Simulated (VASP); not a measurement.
An input for Quantum ESPRESSO's pw.x (written as the equivalent of a VASP run, and not itself run):

```
&CONTROL
  calculation = 'scf'
  pseudo_dir = './pseudo'
  outdir = './out'
  tprnfor = .true.
  tstress = .true.
/
&SYSTEM
  ibrav = 0
  nat = 2
  ntyp = 2
  ecutwfc = 70
  occupations = 'smearing'
  smearing = 'gaussian'
  degauss = 0.003675
  input_dft = 'pbe'
/
&ELECTRONS
  conv_thr = 7.3e-08
  electron_maxstep = 100
/
ATOMIC_SPECIES
  In 114.818 In.upf
  P 30.974 P.upf
CELL_PARAMETERS angstrom
     0.0000000    3.0009780    3.0009780
     3.0009780    0.0000000    3.0009780
     3.0009780    3.0009780    0.0000000
ATOMIC_POSITIONS crystal
  In   0.0000000  0.0000000  0.0000000
  P    0.2500000  0.2500000  0.2500000
K_POINTS automatic
  5 5 5 1 1 1
```

Problem. Write the VASP files for the same calculation (PBE).

Solution. One answer among several that fit: 
### INCAR
```
ISMEAR = 0
SIGMA = 0.05
LREAL = .FALSE.   # projection in real space or not
LWAVE = .FALSE.
ENCUT = 300
SYSTEM = InP
GGA = PE
PREC = Accurate
LMAXMIX = 4
ISIF = 2   # forces and stress, cell fixed
NELM = 100   # most electronic steps
ALGO = Normal   # blocked Davidson
EDIFF = 1E-6   # SCF stop (eV)
LCHARG = .FALSE.
LASPH = .TRUE.
```

**POSCAR**
```
InP
1
    0.0000000000     3.0009780000     3.0009780000
    3.0009780000     0.0000000000     3.0009780000
    3.0009780000     3.0009780000     0.0000000000
In P
1 1
Direct
  0.0000000000   0.0000000000   0.0000000000
  0.2500000000   0.2500000000   0.2500000000
```

KPOINTS:
```
Automatic
0
G
  5 5 5
0.5 0.5 0.5
```

POTCAR, in this order: In_d P (PBE.64 set). Program: vasp_std.

The two are equivalent in intent, not identical: the potentials are each code's own (VASP's PAW set, PseudoDojo norm-conserving files in pw.x), so ENCUT and ecutwfc are chosen apart and not converted; conv_thr bounds pw.x's estimated SCF error, while EDIFF bounds the energy change between steps.

The structure comes from a computed database's InP entry; how it stands against other phases isn't given here. The cell was not relaxed at this level.
